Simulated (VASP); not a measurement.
BaH4:

```
Ba H
1.0
     2.29082    1.32260    3.53625
    -2.29082    1.32260    3.53625
     0.00000   -2.64521    3.53625
Ba H
1 4
Direct
  0.00000 0.00000 0.00000
  0.74087 0.74087 0.74087
  0.25913 0.25913 0.25913
  0.46369 0.46369 0.46369
  0.53631 0.53631 0.53631
```

The cell was built by a generator and needn't be a form met in nature.

* Program: VASP 6.6.1
* Task: relaxation of cell and atoms
* Functional: PBE
* Dispersion: D2
* Potentials or basis: VASP PAW PBE potentials, release 64 (Ba_sv, H)
* Cutoff: 600 eV
* k mesh: 5 × 5 × 5
* Occupations: fermi-dirac, width 0.05 eV
* Spin: no spin polarisation

At the start: pressure -8.0 GPa; volume 12.86 Å³/atom.

Task: Where does the relaxation end?

Result: Over 18 steps the energy falls by 89.7 meV/atom and the volume is 9.91 Å³/atom (-22.9 %); space group R-3m (No. 166, to 0.05 Å).

Step by step:
| step | energy change (eV) | largest force (eV/Å) | pressure (GPa) | volume (Å³) |
| --- | --- | --- | --- | --- |
| 1 | 0.0000 | 0.0478 | -8.02 | 64.29 |
| 2 | -0.2427 | 0.8776 | -5.28 | 58.48 |
| 3 | -0.3517 | 1.9364 | -1.58 | 53.25 |
| 4 | -0.4310 | 0.2741 | -1.01 | 50.58 |
| 5 | -0.4312 | 0.1986 | -1.05 | 50.70 |
| 6 | -0.4353 | 0.1243 | -0.50 | 50.16 |
| 7 | -0.4377 | 0.1082 | 0.36 | 49.37 |
| 8 | -0.4390 | 0.1055 | 0.31 | 49.44 |
| 9 | -0.4416 | 0.1908 | 0.20 | 49.64 |
| 10 | -0.4403 | 0.5035 | 0.00 | 50.05 |
| 11 | -0.4421 | 0.2962 | 0.14 | 49.78 |
| 12 | -0.4427 | 0.2615 | 0.06 | 49.82 |
| 13 | -0.4441 | 0.1607 | -0.14 | 49.92 |
| 14 | -0.4452 | 0.0759 | -0.53 | 50.12 |
| 15 | -0.4454 | 0.0723 | -0.50 | 50.09 |
| 16 | -0.4462 | 0.0617 | -0.44 | 50.01 |
| 17 | -0.4473 | 0.0404 | -0.32 | 49.85 |
| 18 | -0.4483 | 0.0022 | -0.06 | 49.54 |

Final structure:
```cif
data_structure
_symmetry_space_group_name_H-M 'P 1'
_symmetry_Int_Tables_number 1
_cell_length_a 4.0055
_cell_length_b 4.0055
_cell_length_c 4.0055
_cell_angle_alpha 64.098
_cell_angle_beta 64.098
_cell_angle_gamma 64.098
_cell_volume 49.54
loop_
_atom_site_label
_atom_site_type_symbol
_atom_site_fract_x
_atom_site_fract_y
_atom_site_fract_z
_atom_site_occupancy
Ba1 Ba 0.00000 0.00000 0.00000 1
H1 H 0.73330 0.73330 0.73330 1
H2 H 0.26670 0.26670 0.26670 1
H3 H 0.45918 0.45918 0.45918 1
H4 H 0.54082 0.54082 0.54082 1
```

Caveat: the volume moved by over 15 % at a fixed basis, so the end points are rough.
